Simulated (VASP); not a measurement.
Data:

```
CELL_PARAMETERS angstrom
      1.78211    -3.08671     0.00000
      1.78211     3.08671     0.00000
      0.00000     0.00000    14.79774
ATOMIC_POSITIONS crystal
  Te 0.33333 0.66667 0.87107
  Te 0.66667 0.33333 0.37107
  Te 0.66667 0.33333 0.12893
  Te 0.33333 0.66667 0.62893
  Mo 0.33333 0.66667 0.25000
  Mo 0.66667 0.33333 0.75000
```

Level of theory: r2SCAN meta-GGA, VASP's PBE PAW potentials (set 64) (plane waves; VASP 6.6.1). Numerical set-up: 520 eV cut-off, 8×8×2 Γ-centred mesh, tetrahedra with Blöchl corrections, potentials Te Mo_sv.

Unless said otherwise, spin-orbit coupling is left out, though it shifts the bands of the heavy elements here.

Task: Estimate the energy per atom (σ→0), band gap (over mesh and band path) with the smallest direct gap where there is one.

Result: 
The band gap (over mesh and band path) comes out as 1.07 eV and the smallest direct gap (over mesh and band path) is 1.07 eV. The energy per atom (σ→0) is -25.944 eV/atom.

The compound is MoTe2 in the 2H layered structure. It was relaxed first, which changed the volume by +9 %.
